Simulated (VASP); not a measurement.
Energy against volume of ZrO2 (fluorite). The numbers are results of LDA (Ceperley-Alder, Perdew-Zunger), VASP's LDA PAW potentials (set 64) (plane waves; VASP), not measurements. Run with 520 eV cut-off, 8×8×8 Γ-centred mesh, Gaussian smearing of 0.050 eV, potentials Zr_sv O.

```csv
V (Å³/atom),E (eV/atom)
10.302,-10.44683
10.620,-10.45563
10.939,-10.44828
11.258,-10.42712
```

Problem. Fit these four points and predict the energy of the run at 9.983 Å³/atom.

Solution. A cubic in V^(−2/3), the third-order Birch-Murnaghan form, passes through the four points with V0 = 10.63 Å³/atom and B0 = 270 GPa, and gives -10.4190 eV/atom there. The run gave -10.4191 eV/atom, -0.1 meV/atom from the fit; all five points give B0 = 269 GPa.

The compound is ZrO2 in the fluorite structure, the high-temperature cubic form, which is unstable at 0 K; the monoclinic form is the stable one. It was relaxed first.
